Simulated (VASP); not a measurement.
Input:

```xyz
2
Lattice="0.0000 3.2539 3.2539 3.2539 0.0000 3.2539 3.2539 3.2539 0.0000" Properties=species:S:1:pos:R:3 pbc="T T T"
Te     3.2539     3.2539     3.2539
Pb     0.0000     0.0000     0.0000
```

These are LDA (Ceperley-Alder, Perdew-Zunger), VASP's LDA PAW potentials (set 64) (plane waves; VASP) values and carry that method's errors. Numerical set-up: 520 eV cut-off, 7×7×7 Γ-centred mesh, Gaussian smearing of 0.050 eV, potentials Te Pb_d.

Problem. Estimate the energy per atom (σ→0), pressure.

Solution. 
energy per atom (σ→0): -4.373 eV/atom
pressure: -25.0 kbar

The compound is PbTe in the rock salt structure. This cell is one point of a volume scan, at 1.06 of the reference volume.
